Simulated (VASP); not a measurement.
OSZICAR of a VASP run on LiCl (rock salt):

OSZICAR:
```
       N       E                     dE             d eps       ncg     rms          rms(c)
DAV:   1     0.396743902921E+02    0.39674E+02   -0.43774E+03   522   0.104E+03
DAV:   2    -0.122361892254E+02   -0.51911E+02   -0.50221E+02   705   0.169E+02
DAV:   3    -0.144929443694E+02   -0.22568E+01   -0.22543E+01   623   0.423E+01
DAV:   4    -0.145711336054E+02   -0.78189E-01   -0.78028E-01   800   0.709E+00
DAV:   5    -0.145717375323E+02   -0.60393E-03   -0.60391E-03   693   0.626E-01    0.257E+00
DAV:   6    -0.124798780627E+02    0.20919E+01   -0.60821E-01   744   0.779E+00    0.281E+00
DAV:   7    -0.125317432580E+02   -0.51865E-01   -0.22528E-01   633   0.569E+00    0.380E-01
DAV:   8    -0.126595732001E+02   -0.12783E+00   -0.19891E-01   522   0.552E+00    0.877E-01
DAV:   9    -0.125505853135E+02    0.10899E+00   -0.50140E-02   597   0.306E+00    0.770E-01
DAV:  10    -0.125752191409E+02   -0.24634E-01   -0.18862E-02   650   0.187E+00    0.190E-01
DAV:  11    -0.125850461419E+02   -0.98270E-02   -0.65096E-03   522   0.123E+00    0.931E-02
DAV:  12    -0.125826258585E+02    0.24203E-02   -0.14919E-03   634   0.550E-01    0.108E-01
DAV:  13    -0.125855790468E+02   -0.29532E-02   -0.26016E-03   535   0.726E-01    0.278E-02
DAV:  14    -0.125856784153E+02   -0.99369E-04   -0.16338E-04   545   0.193E-01    0.248E-02
DAV:  15    -0.125856852789E+02   -0.68635E-05   -0.21058E-05   623   0.690E-02    0.618E-03
DAV:  16    -0.125856521019E+02    0.33177E-04   -0.79415E-06   556   0.455E-02    0.234E-03
DAV:  17    -0.125856711999E+02   -0.19098E-04   -0.16027E-06   542   0.205E-02    0.185E-03
DAV:  18    -0.125856733675E+02   -0.21677E-05   -0.40658E-07   572   0.974E-03    0.377E-04
DAV:  19    -0.125856783296E+02   -0.49621E-05   -0.90660E-08   288   0.467E-03    0.264E-04
DAV:  20    -0.125856768470E+02    0.14826E-05   -0.98561E-09   261   0.134E-03    0.123E-04
DAV:  21    -0.125856768236E+02    0.23415E-07   -0.11428E-09   261   0.427E-04
   1 F= -.12585677E+02 E0= -.12585677E+02  d E =-.125857E+02
       N       E                     dE             d eps       ncg     rms          rms(c)
DAV:   1    -0.125992782723E+02   -0.13601E-01   -0.24221E-01   522   0.379E+00    0.738E-01
DAV:   2    -0.125896842576E+02    0.95940E-02   -0.24568E-02   680   0.123E+00    0.283E-01
DAV:   3    -0.125883634850E+02    0.13208E-02   -0.61577E-03   524   0.631E-01    0.159E-01
DAV:   4    -0.125868920697E+02    0.14714E-02   -0.18827E-03   522   0.681E-01    0.680E-02
DAV:   5    -0.125861194130E+02    0.77266E-03   -0.40224E-03   522   0.980E-01    0.154E-02
DAV:   6    -0.125886266728E+02   -0.25073E-02   -0.10631E-03   522   0.473E-01    0.101E-02
DAV:   7    -0.125886331758E+02   -0.65030E-05   -0.27991E-05   526   0.802E-02    0.545E-03
DAV:   8    -0.125886538020E+02   -0.20626E-04   -0.95943E-06   523   0.479E-02    0.250E-03
DAV:   9    -0.125886451108E+02    0.86912E-05   -0.72672E-06   522   0.401E-02    0.187E-03
DAV:  10    -0.125886554918E+02   -0.10381E-04   -0.36262E-07   563   0.876E-03    0.933E-04
DAV:  11    -0.125886555536E+02   -0.61817E-07   -0.66804E-09   261   0.909E-04
   2 F= -.12588656E+02 E0= -.12588656E+02  d E =-.297873E-02
       N       E                     dE             d eps       ncg     rms          rms(c)
DAV:   1    -0.125902447322E+02   -0.15892E-02   -0.26557E-02   522   0.125E+00    0.242E-01
DAV:   2    -0.125892532920E+02    0.99144E-03   -0.27101E-03   698   0.409E-01    0.946E-02
DAV:   3    -0.125890911516E+02    0.16214E-03   -0.68068E-04   523   0.211E-01    0.520E-02
DAV:   4    -0.125890462405E+02    0.44911E-04   -0.20204E-04   522   0.222E-01    0.226E-02
DAV:   5    -0.125887126028E+02    0.33364E-03   -0.47707E-04   522   0.337E-01    0.529E-03
DAV:   6    -0.125891411867E+02   -0.42858E-03   -0.13369E-04   522   0.169E-01    0.333E-03
DAV:   7    -0.125891460665E+02   -0.48798E-05   -0.44782E-06   557   0.334E-02    0.164E-03
DAV:   8    -0.125891532360E+02   -0.71695E-05   -0.81720E-07   530   0.135E-02    0.529E-04
DAV:   9    -0.125891478077E+02    0.54283E-05   -0.33828E-07   518   0.858E-03    0.566E-04
DAV:  10    -0.125891494760E+02   -0.16683E-05   -0.14037E-08   261   0.163E-03    0.269E-04
DAV:  11    -0.125891498267E+02   -0.35071E-06   -0.13106E-09   261   0.537E-04
   3 F= -.12589150E+02 E0= -.12589150E+02  d E =-.347300E-02
       N       E                     dE             d eps       ncg     rms          rms(c)
DAV:   1    -0.125939794809E+02   -0.48300E-02   -0.10675E-01   522   0.252E+00    0.489E-01
DAV:   2    -0.125898237015E+02    0.41558E-02   -0.10803E-02   698   0.819E-01    0.190E-01
DAV:   3    -0.125892456567E+02    0.57804E-03   -0.27373E-03   524   0.421E-01    0.105E-01
DAV:   4    -0.125887753110E+02    0.47035E-03   -0.81456E-04   522   0.445E-01    0.452E-02
DAV:   5    -0.125880803631E+02    0.69495E-03   -0.18013E-03   522   0.656E-01    0.104E-02
DAV:   6    -0.125893720473E+02   -0.12917E-02   -0.48154E-04   522   0.323E-01    0.665E-03
DAV:   7    -0.125893733715E+02   -0.13242E-05   -0.12085E-05   526   0.538E-02    0.320E-03
DAV:   8    -0.125893950369E+02   -0.21665E-04   -0.33148E-06   523   0.274E-02    0.747E-04
DAV:   9    -0.125893906116E+02    0.44253E-05   -0.85717E-07   549   0.134E-02    0.102E-03
DAV:  10    -0.125893908475E+02   -0.23595E-06   -0.38767E-08   262   0.306E-03
   4 F= -.12589391E+02 E0= -.12589391E+02  d E =-.371402E-02
       N       E                     dE             d eps       ncg     rms          rms(c)
DAV:   1    -0.125903258379E+02   -0.93523E-03   -0.19157E-02   522   0.106E+00    0.205E-01
DAV:   2    -0.125894719308E+02    0.85391E-03   -0.19464E-03   696   0.347E-01    0.803E-02
DAV:   3    -0.125894191102E+02    0.52821E-04   -0.50727E-04   524   0.180E-01    0.435E-02
DAV:   4    -0.125892389880E+02    0.18012E-03   -0.14032E-04   522   0.183E-01    0.188E-02
DAV:   5    -0.125891638051E+02    0.75183E-04   -0.35616E-04   522   0.293E-01    0.468E-03
DAV:   6    -0.125894100063E+02   -0.24620E-03   -0.10907E-04   522   0.155E-01    0.305E-03
DAV:   7    -0.125894096192E+02    0.38702E-06   -0.36691E-06   577   0.303E-02
   5 F= -.12589410E+02 E0= -.12589410E+02  d E =-.373280E-02
```

Question: Which electronic solver shows in the log?

Answer: It is blocked Davidson (ALGO = Normal, or the opening steps of other solvers). The INCAR had ALGO = Normal.

Question: Can the final energy be trusted as converged?

Answer: The run converged. It stopped with EDIFF = 1E-6, NELM = 100, NSW = 60 and EDIFFG = -0.01 after 5 ionic steps (r2SCAN meta-GGA, plane waves, VASP's PBE PAW potentials (set 64)). Energy and stress use the plane-wave basis of the starting cell.

The compound is LiCl in the rock salt structure. This run relaxes it. Symmetry was kept, so distortions that lower it aren't found.
